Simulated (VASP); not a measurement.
Runs of VASP 6.6.1 on C2O2H4. The cell holds a molecule in a box, 8 atoms: a = 13.000 Å, b = 12.000 Å, c = 12.000 Å, α = 90.00°, β = 90.00°, γ = 90.00°. 

```csv
task,level,cell,grid for exact exchange (PRECFOCK),exchange at q = 0,gap on the mesh (eV),largest force (eV/Å)
single point,PBE,as given,-,-,4.22,0.84
single point,r2SCAN0+D4,as given,Normal,truncated,(a),0.33
electron localisation function,PBE,as given,-,-,4.22,0.84
single point,BEEF-vdW,as given,-,-,4.02,0.82
relaxation of the atoms,PBE,"atoms relaxed from: atoms moved at random, drawn with an rms of 0.02 Å",-,-,4.23,-
```

Alike in all rows: potentials or basis VASP PAW PBE potentials, release 64 (C, O, H); no spin polarisation; k mesh 1 × 1 × 1; cutoff (eV) 520; smearing gaussian 0.01 eV.

**Question.** Fill in the values left out.

**Answer.** (a) 6.31.

Caveats: the PAW data sets were made with another functional, which shifts forces and pressure a little (some runs).

